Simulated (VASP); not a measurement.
WC (wc) relaxed at rising pressure, in one space group throughout; other phases were not tried. The pressures are those reached. Computed with PBEsol GGA, VASP's PBE PAW potentials (set 64) (plane waves; VASP).

```json
[
 {"P (GPa)": "-0.08", "V (Å³/atom)": "10.320", "k-mesh": "14×14×13"},
 {"P (GPa)": "4.93", "V (Å³/atom)": "10.197", "k-mesh": "14×14×13"},
 {"P (GPa)": "10.04", "V (Å³/atom)": "10.076", "k-mesh": "15×15×13"},
 {"P (GPa)": "20.18", "V (Å³/atom)": "9.861", "k-mesh": "15×15×13"},
 {"P (GPa)": "29.85", "V (Å³/atom)": "9.676", "k-mesh": "15×15×13"}
]
```

A change of mesh leaves a small step in the series.

**Question.** Fit an equation of state and predict the volume at 44.98 GPa.

**Answer.** Least squares on the third-order Birch-Murnaghan form, P = (3B0/2)(y⁷ − y⁵)[1 + (3/4)(B′ − 4)(y² − 1)] with y = (V0/V)^(1/3), gives V0 = 10.318 Å³/atom, B0 = 402 GPa and B′ = 4.5, and so 9.419 Å³/atom. The run gave 9.417 Å³/atom, -0.0 % from the fit.

Pressures at which the relaxation failed are left out.

The compound is WC in the wc structure.
